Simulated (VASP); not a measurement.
The input files of a VASP run:

**POSCAR**
```
Re
1.0
  1.3918507528  -2.4107561029   0.0000000000
  1.3918507528   2.4107561029   0.0000000000
  0.0000000000   0.0000000000   4.4958914761
Re
2
Cart
  1.3918507528   0.8035869748   1.1239728690
  1.3918507528  -0.8035869748   3.3719186071
```

### INCAR
```
ISIF=4
IBRION=2
NSW=30
SIGMA=0.1   ! width (eV)
SYSTEM=Re
EDIFFG=-0.01   ! ionic stop
EDIFF=1E-7   ! SCF stop (eV)
LMAXMIX=6   ! l cut-off of mixed one-centre charges
ISMEAR=1   ! Methfessel-Paxton
LASPH=.True.   ! aspherical one-centre terms
LCHARG=.False.
PREC=Accurate
ENCUT=520   ! plane-wave cut-off (eV)
LREAL=.False.   ! projection in real space or not
GGA=RP
LWAVE=.False.
ALGO=Normal
NELM=100
```

KPOINTS:
```
K-points
0
G
 15 15 8
0 0 0
```

POTCAR, in this order: Re (PBE.64 set). Program: vasp_std.

Translate this RPBE calculation to Quantum ESPRESSO's pw.x.

One equivalent input (not run):
```
&CONTROL
  calculation = 'vc-relax'
  pseudo_dir = './pseudo'
  outdir = './out'
  tprnfor = .true.
  tstress = .true.
  nstep = 30
  forc_conv_thr = 0.00039
/
&SYSTEM
  ibrav = 0
  nat = 2
  ntyp = 1
  ecutwfc = 72
  occupations = 'smearing'
  smearing = 'methfessel-paxton'
  degauss = 0.00735
  input_dft = 'rpbe'
/
&ELECTRONS
  conv_thr = 7.3e-09
  electron_maxstep = 100
/
&IONS
/
&CELL
  cell_dofree = 'shape'
/
ATOMIC_SPECIES
  Re 186.207 Re.upf
CELL_PARAMETERS angstrom
     1.3918508   -2.4107561    0.0000000
     1.3918508    2.4107561    0.0000000
     0.0000000    0.0000000    4.4958915
ATOMIC_POSITIONS crystal
  Re   0.3333330  0.6666670  0.2500000
  Re   0.6666670  0.3333330  0.7500000
K_POINTS automatic
  15 15 8 0 0 0
```
What does not carry over: the potentials are each code's own (VASP's PAW set, PseudoDojo norm-conserving files in pw.x), so ENCUT and ecutwfc are chosen apart and not converted; conv_thr bounds pw.x's estimated SCF error, while EDIFF bounds the energy change between steps; forc_conv_thr acts on force components and is met together with etot_conv_thr.

The compound is Re in the hcp structure. This run relaxes it. Symmetry was kept, so distortions that lower it aren't found.
